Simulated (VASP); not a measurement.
Data:

```
HgTe
1.0
    0.00000     3.30779     3.30779
    3.30779     0.00000     3.30779
    3.30779     3.30779     0.00000
Hg Te
1 1
Direct
  0.00000   0.00000   0.00000
  0.25000   0.25000   0.25000
```

All values below come from PBE GGA with D3 dispersion (zero damping), VASP's PBE PAW potentials (set 64) (plane waves; VASP). Run with 520 eV cut-off, 10×10×10 Γ-centred mesh, first-order Methfessel-Paxton smearing of 0.10 eV, potentials Hg Te.

Unless said otherwise, spin-orbit coupling is left out, though it shifts the bands of the heavy elements here.

Estimate the energy per atom (σ→0), pressure, band gap (on the k-mesh) with the smallest direct gap where there is one.

```yaml
band gap (on the k-mesh): none (metal, semimetal or under 0.01 eV)
energy per atom (σ→0): -2.101 eV/atom
pressure: -1.11 GPa
```

Only differences to runs with the same potentials and settings are physical.

The compound is HgTe in the zinc blende structure. This cell is one point of a volume scan, at 1.03 of the reference volume.
